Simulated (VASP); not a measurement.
Here is the system:

```yaml
crystal:
  lattice:
    - [0.00000, 2.99706, 2.99706]
    - [2.99706, 0.00000, 2.99706]
    - [2.99706, 2.99706, 0.00000]
  atoms:
    - { symbol: Pb, position: [0.00000, 0.00000, 0.00000] }
    - { symbol: F, position: [0.25000, 0.25000, 0.25000] }
    - { symbol: F, position: [0.75000, 0.75000, 0.75000] }
```

Computed with PBE GGA, VASP's PBE PAW potentials (set 64) (plane waves; VASP). Settings: 520 eV cut-off, 8×8×8 Γ-centred mesh, Gaussian smearing of 0.010 eV, potentials Pb_d F.

### Question
Give the direction-averaged independent-particle dielectric function (no local fields, no excitons; a broadening of 0.1 eV leaves a tail below the gap, and fine structure carries the noise of the k-mesh).

### Answer

```csv
ħω (eV),ε₁,ε₂
0.00,3.57,0.00
0.40,3.58,0.00
0.80,3.60,0.01
1.20,3.64,0.01
1.60,3.70,0.02
2.00,3.78,0.02
2.40,3.88,0.03
2.80,4.03,0.04
3.20,4.22,0.06
3.60,4.49,0.08
4.00,4.91,0.13
4.40,5.65,0.30
4.80,6.95,1.50
5.20,7.31,4.20
5.60,2.77,4.83
6.00,3.32,2.90
6.40,4.04,3.59
6.80,3.04,5.26
7.20,2.20,3.82
7.60,3.18,5.70
8.00,-1.07,4.98
8.40,0.06,2.10
8.80,1.23,2.04
9.20,-0.01,3.95
9.60,-0.59,1.89
10.00,0.42,1.53
10.40,0.61,1.25
10.80,0.74,2.29
11.20,-0.13,1.30
11.60,0.35,0.96
12.00,0.80,0.73
12.50,1.00,1.10
```
ε₂ peaks at 5.5 eV (height 6.3), 6.8 eV (height 5.3), 7.7 eV (height 6.5), 9.1 eV (height 4.1), 10.8 eV (height 2.3); ε₁(0) averages 3.57, so the electronic refractive index below the gap tends to √3.57 = 1.89.

The compound is PbF2 in the fluorite structure, the β form. It was relaxed first.
